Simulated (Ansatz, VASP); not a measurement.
# One calculation of MgPb2N2, two programs

```
Mg Pb N
1.0
     3.39174    0.00000    0.00000
    -1.69587    2.93734    0.00000
     0.00000    0.00000    9.23496
Mg Pb N
1 2 2
Direct
  0.00000 0.00000 0.00000
  0.66667 0.33333 0.28655
  0.33333 0.66667 0.71345
  0.66667 0.33333 0.86182
  0.33333 0.66667 0.13818
```

The cell comes from a database or a generator and needn't be the stable form of this composition.

Alike in both runs: task single point; functional LDA; k mesh 12 × 12 × 4; occupations gaussian, width 0.05 eV; no spin polarisation.

```csv
,VASP,Ansatz
version,VASP 6.6.1,Ansatz 0.2.0
potentials or method,"VASP PAW LDA potentials, release 64 (Mg, Pb_d, N)","scalar-relativistic, plane waves, PAW"
plane-wave cutoff (eV),520,420
valence electrons in the cell,40,48
```

VASP gave:

```
gap on the k mesh at the Fermi level (eV)       : 0.61
least direct gap on the mesh (eV)               : 0.61
pressure (GPa)                                  : -6.3
largest component of the traceless stress (GPa) : 0.80
rms of the force components (eV/Å)              : 0.217
```

Question: What did Ansatz give for the same quantities?

Answer: gap on the k mesh at the Fermi level (eV): 0.61; least direct gap on the mesh (eV): 0.61; pressure (GPa): -6.1; largest component of the traceless stress (GPa): 0.76; rms of the force components (eV/Å): 0.230.

Atom by atom the forces differ by 0.021 eV/Å (rms over components). The two sets of potentials don't hold the same shells in valence.

Caveats: spin-orbit coupling is left out, which as a rule narrows the gap of such compounds by several tenths of an eV. A k mesh can miss the band edges.
